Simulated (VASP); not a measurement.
WC (wc) is relaxed at rising pressure, each step from the one before. Symmetry mostly holds the structure type, and other phases were not tried. The mesh follows the cell, and a change of mesh leaves a small step in the series.

Here is the system:

```cif
data_CW
_chemical_formula_sum 'W1 C1'
_space_group_name_H-M_alt 'P-6m2'
_space_group_IT_number 187
_space_group_name_Hall 'P -6 2'
_cell_length_a 2.90100
_cell_length_b 2.90100
_cell_length_c 2.83187
_cell_angle_alpha 90.000
_cell_angle_beta 90.000
_cell_angle_gamma 120.000
loop_
_atom_site_label
_atom_site_type_symbol
_atom_site_symmetry_multiplicity
_atom_site_Wyckoff_symbol
_atom_site_fract_x
_atom_site_fract_y
_atom_site_fract_z
_atom_site_occupancy
W1 W 1 a 0.00000 0.00000 0.00000 1
C1 C 1 d 0.33333 0.66667 0.50000 1
```

These are PBEsol GGA, VASP's PBE PAW potentials (set 64) (plane waves; VASP) values and carry that method's errors. Settings: 620 eV cut-off, 14×14×13 Γ-centred mesh, first-order Methfessel-Paxton smearing of 0.10 eV, potentials W_sv C.

Unless said otherwise, spin-orbit coupling is left out, though it shifts the bands of the heavy elements here.

```json
[
 {"P (GPa)": "0", "V (Å³/atom)": "10.32", "H − H(0) (eV/atom)": "0.000", "space group": "P-6m2", "gap on the mesh (eV)": "0.00", "k-mesh": "14×14×13"},
 {"P (GPa)": "5", "V (Å³/atom)": "[?]", "H − H(0) (eV/atom)": "[?]", "space group": "P-6m2", "gap on the mesh (eV)": "0.00", "k-mesh": "14×14×13"},
 {"P (GPa)": "10", "V (Å³/atom)": "10.08", "H − H(0) (eV/atom)": "0.636", "space group": "P-6m2", "gap on the mesh (eV)": "0.00", "k-mesh": "15×15×13"},
 {"P (GPa)": "20", "V (Å³/atom)": "[?]", "H − H(0) (eV/atom)": "[?]", "space group": "P-6m2", "gap on the mesh (eV)": "0.00", "k-mesh": "15×15×13"},
 {"P (GPa)": "30", "V (Å³/atom)": "9.68", "H − H(0) (eV/atom)": "1.868", "space group": "P-6m2", "gap on the mesh (eV)": "0.00", "k-mesh": "15×15×13"},
 {"P (GPa)": "45", "V (Å³/atom)": "9.42", "H − H(0) (eV/atom)": "2.762", "space group": "P-6m2", "gap on the mesh (eV)": "0.00", "k-mesh": "15×15×13"}
]
```

Some entries are withheld; supply them.

- 5, V (Å³/atom): 10.20
- 5, H − H(0) (eV/atom): 0.320
- 20, V (Å³/atom): 9.86
- 20, H − H(0) (eV/atom): 1.259

Pressures at which the relaxation failed are left out.

The compound is WC in the wc structure.
